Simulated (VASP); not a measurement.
The input files of a VASP run:

File KPOINTS:
```
Automatic mesh
0
Gamma
4 4 4
0 0 0
```

### INCAR
```
LASPH = .TRUE.   ! aspherical one-centre terms
EDIFF = 1E-6   ! SCF stop (eV)
LCHARG = .FALSE.
LWAVE = .FALSE.
LREAL = .FALSE.
ISMEAR = 0
SYSTEM = CsPbBr3
LMAXMIX = 4
PREC = Accurate
EDIFFG = -0.02   ! ionic stop
NELM = 100
ISIF = 3   ! ions, shape and volume
ZAB_VDW = -1.8867
SIGMA = 0.05
IBRION = 2   ! conjugate gradients
GGA = ML
AGGAC = 0.0
LUSE_VDW = .TRUE.
ENCUT = 520   ! plane-wave cut-off (eV)
NSW = 60
ALGO = Normal
```

POSCAR:
```
CsPbBr3
1.0
  5.8473348058   0.0000000000   0.0000000000
  0.0000000000   5.8473348058   0.0000000000
  0.0000000000   0.0000000000   5.8473348058
Cs Pb Br
1 1 3
Cart
  0.0000000000   0.0000000000   0.0000000000
  2.9236674029   2.9236674029   2.9236674029
  2.9236674029   0.0000000000   2.9236674029
  0.0000000000   2.9236674029   2.9236674029
  2.9236674029   2.9236674029   0.0000000000
```

POTCAR, in this order: Cs_sv Pb_d Br (PBE.64 set). Program: vasp_std.

Q: Write an equivalent input for Quantum ESPRESSO's pw.x.

A: One equivalent input (not run):
```
&CONTROL
  calculation = 'vc-relax'
  pseudo_dir = './pseudo'
  outdir = './out'
  tprnfor = .true.
  tstress = .true.
  nstep = 60
  forc_conv_thr = 0.00078
/
&SYSTEM
  ibrav = 0
  nat = 5
  ntyp = 3
  ecutwfc = 62.5
  occupations = 'smearing'
  smearing = 'gaussian'
  degauss = 0.003675
  input_dft = 'vdw-df2'
/
&ELECTRONS
  conv_thr = 7.3e-08
  electron_maxstep = 100
/
&IONS
/
&CELL
/
ATOMIC_SPECIES
  Cs 132.905 Cs.upf
  Pb 207.200 Pb.upf
  Br 79.904 Br.upf
CELL_PARAMETERS angstrom
     5.8473348   -0.0000000    0.0000000
     0.0000000    5.8473348   -0.0000000
     0.0000000    0.0000000    5.8473348
ATOMIC_POSITIONS crystal
  Cs   0.0000000  0.0000000  0.0000000
  Pb   0.5000000  0.5000000  0.5000000
  Br   0.5000000  0.0000000  0.5000000
  Br   0.0000000  0.5000000  0.5000000
  Br   0.5000000  0.5000000  0.0000000
K_POINTS automatic
  4 4 4 0 0 0
```
Limits of the translation: the potentials are each code's own (VASP's PAW set, PseudoDojo norm-conserving files in pw.x), so ENCUT and ecutwfc are chosen apart and not converted; conv_thr bounds pw.x's estimated SCF error, while EDIFF bounds the energy change between steps; forc_conv_thr acts on force components and is met together with etot_conv_thr.

The compound is CsPbBr3 in the cubic perovskite structure, the ideal cubic form; the compound distorts at low or room temperature. This run relaxes it. Symmetry was kept, so distortions that lower it aren't found. The start is the result of an earlier pass.
